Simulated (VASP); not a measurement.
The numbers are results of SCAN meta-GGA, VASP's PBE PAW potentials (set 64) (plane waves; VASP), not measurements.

VASP input:

### KPOINTS_OPT
```
k-points along high-symmetry lines
10
Line-mode
Reciprocal
  0.000000   0.000000   0.000000 ! GAMMA
  0.500000   0.000000   0.500000 ! X

  0.500000   0.000000   0.500000 ! X
  0.625000   0.250000   0.625000 ! U

  0.375000   0.375000   0.750000 ! K
  0.000000   0.000000   0.000000 ! GAMMA

  0.000000   0.000000   0.000000 ! GAMMA
  0.500000   0.500000   0.500000 ! L

  0.500000   0.500000   0.500000 ! L
  0.500000   0.250000   0.750000 ! W

  0.500000   0.250000   0.750000 ! W
  0.500000   0.000000   0.500000 ! X
```

**INCAR**
```
SYSTEM = KCl
PREC = Accurate; ENCUT = 520; LREAL = .FALSE.
LASPH = .TRUE.
EDIFF = 1E-7; NELM = 100; ALGO = Normal
LMIXTAU = .TRUE.
ISMEAR = -5
METAGGA = SCAN
ISIF = 2
LWAVE = .FALSE.; LCHARG = .FALSE.; LORBIT = 11
NEDOS = 601
```

### KPOINTS
```
Automatic mesh
0
Gamma
8 8 8
0 0 0
```

POSCAR:
```
KCl
1
   -0.0000000000     3.1316989165     3.1316989165
    3.1316989165    -0.0000000000     3.1316989165
    3.1316989165     3.1316989165     0.0000000000
K Cl
1 1
Direct
  0.0000000000   0.0000000000   0.0000000000
  0.5000000000   0.5000000000   0.5000000000
```

POTCAR, in this order: K_sv Cl (PBE.64 set). Program: vasp_std.

What VASP printed:

File OUTCAR:
```
 ion  position               nearest neighbor table
   1  0.000  0.000  0.000-   2 3.13   2 3.13   2 3.13   2 3.13   2 3.13   2 3.13
   2  0.500  0.500  0.500-   1 3.13   1 3.13   1 3.13   1 3.13   1 3.13   1 3.13
  LATTYP: Found a face centered cubic cell.
 ALAT       =     6.2633978330
 Subroutine PRICEL returns:
 Original cell was already a primitive cell.
 Subroutine GETGRP returns: Found 48 space group operations
The static configuration has the point symmetry O_h .
The dynamic configuration has the point symmetry O_h .
 Subroutine INISYM returns: Found 48 space group operations
 Subroutine IBZKPT returns following result:
 Found     29 irreducible k-points:

 Following reciprocal coordinates:
            Coordinates               Weight
  0.000000  0.000000  0.000000      1.000000
  0.125000  0.000000  0.000000      8.000000
  0.250000  0.000000  0.000000      8.000000
  0.375000  0.000000  0.000000      8.000000
  0.500000  0.000000  0.000000      4.000000
  0.125000  0.125000  0.000000      6.000000
  0.250000  0.125000  0.000000     24.000000
  0.375000  0.125000  0.000000     24.000000
  0.500000  0.125000  0.000000     24.000000
 -0.375000  0.125000  0.000000     24.000000
 -0.250000  0.125000  0.000000     24.000000
 -0.125000  0.125000  0.000000     12.000000
  0.250000  0.250000  0.000000      6.000000
  0.375000  0.250000  0.000000     24.000000
  0.500000  0.250000  0.000000     24.000000
 -0.375000  0.250000  0.000000     24.000000
 -0.250000  0.250000  0.000000     12.000000
  0.375000  0.375000  0.000000      6.000000
  0.500000  0.375000  0.000000     24.000000
 -0.375000  0.375000  0.000000     12.000000
  0.500000  0.500000  0.000000      3.000000
  0.375000  0.250000  0.125000     24.000000
  0.500000  0.250000  0.125000     48.000000
 -0.375000  0.250000  0.125000     24.000000
...
```

### OSZICAR
```
       N       E                     dE             d eps       ncg     rms          rms(c)
DAV:   1     0.889423952888E+02    0.88942E+02   -0.74940E+03   696   0.123E+03
DAV:   2    -0.180525692651E+02   -0.10699E+03   -0.10133E+03   896   0.294E+02
DAV:   3    -0.245510862986E+02   -0.64985E+01   -0.64689E+01   920   0.644E+01
DAV:   4    -0.248186043905E+02   -0.26752E+00   -0.26710E+00  1188   0.122E+01
DAV:   5    -0.248210199098E+02   -0.24155E-02   -0.24151E-02   932   0.111E+00    0.302E+00
DAV:   6    -0.206049682776E+02    0.42161E+01   -0.15614E+00   864   0.130E+01    0.281E+00
DAV:   7    -0.204187693524E+02    0.18620E+00   -0.36158E-01  1192   0.778E+00    0.937E-01
DAV:   8    -0.212857764538E+02   -0.86701E+00   -0.33546E-01   736   0.561E+00    0.106E+00
DAV:   9    -0.205598149109E+02    0.72596E+00   -0.18302E-01   716   0.561E+00    0.714E-01
DAV:  10    -0.206363980112E+02   -0.76583E-01   -0.11783E-01   704   0.445E+00    0.397E-01
DAV:  11    -0.206566851130E+02   -0.20287E-01   -0.13030E-02   744   0.174E+00    0.259E-01
DAV:  12    -0.206516112534E+02    0.50739E-02   -0.73631E-03   708   0.130E+00    0.249E-01
DAV:  13    -0.206747243216E+02   -0.23113E-01   -0.13613E-02   704   0.169E+00    0.413E-02
DAV:  14    -0.206821115459E+02   -0.73872E-02   -0.24175E-03   776   0.724E-01    0.198E-02
DAV:  15    -0.206821172784E+02   -0.57325E-05   -0.32081E-05  1068   0.561E-02    0.268E-02
DAV:  16    -0.206820703069E+02    0.46972E-04   -0.13451E-04   792   0.179E-01    0.220E-02
DAV:  17    -0.206821444026E+02   -0.74096E-04   -0.99395E-05   740   0.154E-01    0.131E-02
DAV:  18    -0.206821469970E+02   -0.25944E-05   -0.22996E-06   896   0.213E-02    0.112E-02
DAV:  19    -0.206821466221E+02    0.37487E-06   -0.28042E-06   804   0.259E-02    0.746E-03
DAV:  20    -0.206821455751E+02    0.10470E-05   -0.13247E-06   848   0.119E-02    0.445E-03
DAV:  21    -0.206821452076E+02    0.36748E-06   -0.49897E-07   836   0.812E-03    0.279E-03
DAV:  22    -0.206821449705E+02    0.23712E-06   -0.21634E-07   784   0.697E-03    0.198E-03
DAV:  23    -0.206821452765E+02   -0.30602E-06   -0.23727E-08   644   0.260E-03    0.150E-03
DAV:  24    -0.206821451228E+02    0.15367E-06   -0.25329E-08   572   0.257E-03    0.112E-03
DAV:  25    -0.206821450703E+02    0.52592E-07   -0.94606E-09   556   0.137E-03
   1 F= -.20682145E+02 E0= -.20682145E+02  d E =0.000000E+00
       N       E                     dE             ncg
       N       E                     dE             ncg
       N       E                     dE             ncg
```

OUTCAR:
```
------------------------ aborting loop because EDIFF is reached ----------------------------------------
  FORCE on cell =-STRESS in cart. coord.  units (eV):
  Direction    XX          YY          ZZ          XY          YZ          ZX
  --------------------------------------------------------------------------------------
  Total       -0.0194952     -0.0194952     -0.0194952     -0.0000000      0.0000000     -0.0000000
  in kB       -0.5084745     -0.5084745     -0.5084745     -0.0000000      0.0000000     -0.0000000
  external PRESSURE =      -0.5084745 kB  Pullay stress =       0.0000000 kB
  volume of cell :       61.43
      direct lattice vectors                 reciprocal lattice vectors
     0.000000000  3.131698916  3.131698916    -0.159657749  0.159657749  0.159657749
     3.131698916  0.000000000  3.131698916     0.159657749 -0.159657749  0.159657749
     3.131698916  3.131698916  0.000000000     0.159657749  0.159657749 -0.159657749
  FREE ENERGIE OF THE ION-ELECTRON SYSTEM (eV)
  ---------------------------------------------------
  free  energy   TOTEN  =       -20.6821450703 eV

  energy  without entropy=      -20.6821450703  energy(sigma->0) =      -20.68214507

 total charge

# of ion       s       p       d       tot
------------------------------------------
    1        1.959   5.663   0.023   7.646
    2        1.589   3.597   0.000   5.186
--------------------------------------------------
tot          3.549   9.260   0.023  12.831
```
(Selected blocks of OUTCAR.)

The compound is KCl in the rock salt structure. It was relaxed first.
